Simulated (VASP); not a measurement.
Consider the following.

```yaml
crystal:
  lattice:
    - [4.42665, 0.00000, 0.00000]
    - [0.00000, 4.42665, 0.00000]
    - [0.00000, 0.00000, 4.42665]
  atoms:
    - { symbol: Cs, position: [0.00000, 0.00000, 0.00000] }
    - { symbol: Br, position: [0.50000, 0.50000, 0.50000] }
```

Calculation: TPSS meta-GGA, VASP's PBE PAW potentials (set 64) (plane waves; VASP). Run with 520 eV cut-off, 6×6×6 Γ-centred mesh, Gaussian smearing of 0.050 eV, potentials Cs_sv Br.

Unless said otherwise, spin-orbit coupling is left out, though it shifts the bands of the heavy elements here.

**Question.** Estimate the energy per atom (σ→0), band gap (on the k-mesh) with the smallest direct gap where there is one.

**Answer.** 
```yaml
band gap (on the k-mesh): 4.53 eV
smallest direct gap (on the k-mesh): 4.55 eV
energy per atom (σ→0): -11.171 eV/atom
```

The compound is CsBr in the CsCl type structure. This cell is one point of a volume scan, at 1.03 of the reference volume.
